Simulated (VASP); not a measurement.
```
CELL_PARAMETERS angstrom
      5.43202     0.00000     0.00000
      2.71601     4.70427     0.00000
      0.00000     0.00000    20.40665
ATOMIC_POSITIONS crystal
  Ru 0.83357 0.33286 0.34576
  Ru 0.33333 0.33333 0.34728
  Ru 0.83357 0.83357 0.34576
  Ru 0.33286 0.83357 0.34576
  Ru 0.00000 0.00000 0.44779
  Ru 0.50006 0.99988 0.44741
  Ru 0.99988 0.50006 0.44741
  Ru 0.50006 0.50006 0.44741
  Ru 0.83461 0.33078 0.55198
  Ru 0.33333 0.33333 0.55195
  Ru 0.83461 0.83461 0.55198
  Ru 0.33078 0.83461 0.55198
  Ru 0.00000 0.00000 0.67020
  Ru 0.49932 0.00136 0.65327
  Ru 0.00136 0.49932 0.65327
  Ru 0.49932 0.49932 0.65327
  C  0.00000 0.00000 0.75343
```

The numbers are results of PBE GGA, VASP's PBE PAW potentials (set 64) (plane waves; VASP), not measurements. Run with PREC = Normal, 400 eV cut-off, 6×6×1 Γ-centred mesh, first-order Methfessel-Paxton smearing of 0.10 eV, potentials Ru C.

Problem. Estimate the energy per atom (σ→0), band gap (on the k-mesh) with the smallest direct gap where there is one.

Solution. 
```json
{
 "band gap (on the k-mesh)": "none (metal, semimetal or under 0.01 eV)",
 "energy per atom (σ→0)": "-8.611 eV/atom"
}
```

Total energies compare only between runs with the same potentials, cut-off and functional.

The cell is a thin slab with vacuum, built from Ru (hcp): (001) face, C adsorbed.
